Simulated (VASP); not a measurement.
Here is the system:

```xyz
2
Lattice="1.4966 -2.5921 0.0000 1.4966 2.5921 0.0000 0.0000 0.0000 5.8510" Properties=species:S:1:pos:R:3 pbc="T T T"
Cd     1.4966     0.8640     1.4628
Cd     1.4966    -0.8640     4.3883
```

Computed with PBE GGA, VASP's PBE PAW potentials (set 64) (plane waves; VASP). Numerical set-up: 480 eV cut-off, 14×14×6 Γ-centred mesh, first-order Methfessel-Paxton smearing of 0.10 eV, potentials Cd.

**Question.** Predict the energy per atom (σ→0), pressure, band gap (on the k-mesh) with the smallest direct gap where there is one.

**Answer.** 
The band gap (on the k-mesh) is none (metal, semimetal or under 0.01 eV). The energy per atom (σ→0) is -0.739 eV/atom. The pressure is 1.02 GPa.

Only differences to runs with the same potentials and settings are physical.

The compound is Cd in the hcp structure. It was relaxed first, which changed the volume by +5 %.
